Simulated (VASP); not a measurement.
A run of VASP 6.6.1 is set up as follows.

INCAR

```
PREC = Accurate
ENCUT = 520
EDIFF = 1E-7
ISMEAR = -1
SIGMA = 0.05
LREAL = False
LASPH = True
NELM = 100
ALGO = Normal
ISIF = 2
LWAVE = False
LCHARG = False
GGA = PE
NBANDS = 28
```

Contents of KPOINTS:

```
regular mesh
0
Gamma
  9 9 9
```

POSCAR

```
BeGa3
1.0
   -2.0436200000      2.0436200000      3.7906850000
    2.0436200000     -2.0436200000      3.7906850000
    2.0436200000      2.0436200000     -3.7906850000
Ga Be
3 1
Direct
    0.5059440000      0.5059040000      0.0013170000
    0.2587820000      0.7543240000      0.5118840000
    0.7400610000      0.2462330000      0.4991530000
   -0.0065940000     -0.0075780000     -0.0059270000
```

Potentials or basis: VASP PAW PBE potentials, release 64 (Ga_d, Be).

Launch:

```sh
$ cat potpaw_PBE.64/Ga_d/POTCAR potpaw_PBE.64/Be/POTCAR > POTCAR
$ mpirun -np 1 vasp_std > vasp.out
```

(1) What does it give for the pressure?

(2) Predict the largest force.

(3) What does it give for the band gap on the k mesh?

## Answers

(1) 0.1 GPa.

(2) 0.330 eV/Å.

(3) none (metal or under the smearing width).
